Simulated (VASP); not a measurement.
Consider the following.

```yaml
crystal:
  lattice:
    - [0.00000, 2.39784, 2.39784]
    - [2.39784, 0.00000, 2.39784]
    - [2.39784, 2.39784, 0.00000]
  atoms:
    - { symbol: Y, position: [0.00000, 0.00000, 0.00000] }
    - { symbol: N, position: [0.50000, 0.50000, 0.50000] }
```

Level of theory: optB88-vdW, VASP's PBE PAW potentials (set 64) (plane waves; VASP). Numerical set-up: 520 eV cut-off, 9×9×9 Γ-centred mesh, Gaussian smearing of 0.050 eV, potentials Y_sv N.

Task: The job: YN (rock salt), 2 atoms, optB88-vdW, static run, 520 eV, 9×9×9 Γ-centred mesh. Roughly how much core time does it take on a busy server core?

Result: About 30 core-seconds (one run on a shared machine, a rough figure). It had 35 irreducible k-points, 12 bands, up to 751 plane waves and 14 electronic steps.

The compound is YN in the rock salt structure. This cell is one point of a volume scan, at 0.94 of the reference volume.
